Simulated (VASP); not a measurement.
```yaml
crystal:
  lattice:
    - [2.75452, 0.00000, 0.00000]
    - [0.00000, 2.75452, 0.00000]
    - [0.00000, 0.00000, 3.78076]
  atoms:
    - { symbol: Fe, position: [0.00000, 0.00000, 0.00000], spin: 3.0 }
    - { symbol: Pt, position: [0.50000, 0.50000, 0.50000], spin: 0.3 }
```

Level of theory: RPBE GGA, VASP's PBE PAW potentials (set 64) (plane waves; VASP 6.6.1). Run with 520 eV cut-off, Gaussian smearing of 0.050 eV, potentials Fe Pt.

Task: Give the spin-up energies of bands 1 to 13 at the high-symmetry points, in eV from the Fermi level.

Result: 
| band | Γ | X | M | Z | R | A |
|---|---|---|---|---|---|---|
| 1 | -9.25 | -5.87 | -6.55 | -7.43 | -6.25 | -5.76 |
| 2 | -6.08 | -4.56 | -5.56 | -5.56 | -6.24 | -4.61 |
| 3 | -5.87 | -4.25 | -5.50 | -5.42 | -3.59 | -4.61 |
| 4 | -3.38 | -4.18 | -5.50 | -3.58 | -3.51 | -4.09 |
| 5 | -3.38 | -3.47 | -1.55 | -2.71 | -3.44 | -3.51 |
| 6 | -2.95 | -3.45 | -1.24 | -2.68 | -3.13 | -3.51 |
| 7 | -2.21 | -2.62 | -0.65 | -2.42 | -1.38 | -2.46 |
| 8 | -2.04 | -2.55 | -0.65 | -2.42 | -0.98 | -1.72 |
| 9 | -0.57 | -2.27 | -0.65 | -2.06 | -0.63 | -1.24 |
| 10 | -0.53 | -1.57 | 0.49 | -2.06 | -0.51 | 0.49 |
| 11 | -0.53 | -0.01 | 1.66 | -2.00 | -0.49 | 6.65 |
| 12 | 2.22 | 1.91 | 1.66 | -0.82 | -0.39 | 6.65 |
| 13 | 9.23 | 10.17 | 7.26 | 15.38 | 4.42 | 7.47 |

Task: Give the spin-down energies of bands 1 to 13 at the high-symmetry points, in eV from the Fermi level.

Result: 
```json
[
 {"band": "1", "Γ": "-9.14", "X": "-5.78", "M": "-6.14", "Z": "-7.38", "R": "-5.86", "A": "-5.60"},
 {"band": "2", "Γ": "-5.48", "X": "-4.37", "M": "-4.70", "Z": "-5.17", "R": "-5.71", "A": "-4.43"},
 {"band": "3", "Γ": "-5.46", "X": "-4.06", "M": "-4.70", "Z": "-5.13", "R": "-2.74", "A": "-4.43"},
 {"band": "4", "Γ": "-2.22", "X": "-3.31", "M": "-4.50", "Z": "-2.46", "R": "-2.68", "A": "-1.75"},
 {"band": "5", "Γ": "-2.22", "X": "-2.33", "M": "0.89", "Z": "-1.81", "R": "-2.09", "A": "-1.45"},
 {"band": "6", "Γ": "-0.72", "X": "-1.31", "M": "1.23", "Z": "-1.81", "R": "-0.45", "A": "-1.22"},
 {"band": "7", "Γ": "-0.72", "X": "-1.05", "M": "1.66", "Z": "-1.28", "R": "-0.34", "A": "-1.22"},
 {"band": "8", "Γ": "0.62", "X": "-0.73", "M": "1.69", "Z": "-0.56", "R": "-0.32", "A": "0.87"},
 {"band": "9", "Γ": "1.64", "X": "0.64", "M": "1.69", "Z": "0.28", "R": "0.89", "A": "0.89"},
 {"band": "10", "Γ": "1.64", "X": "0.76", "M": "1.69", "Z": "0.52", "R": "1.47", "A": "1.70"},
 {"band": "11", "Γ": "1.72", "X": "2.25", "M": "1.75", "Z": "0.52", "R": "1.58", "A": "7.36"},
 {"band": "12", "Γ": "2.36", "X": "2.51", "M": "1.75", "Z": "1.50", "R": "1.64", "A": "7.36"},
 {"band": "13", "Γ": "10.09", "X": "10.89", "M": "8.08", "Z": "15.75", "R": "5.41", "A": "8.22"}
]
```

It has no gap at this level: it comes out as a metal or semimetal.

The compound is FePt in the L1_0 structure. It was relaxed first.
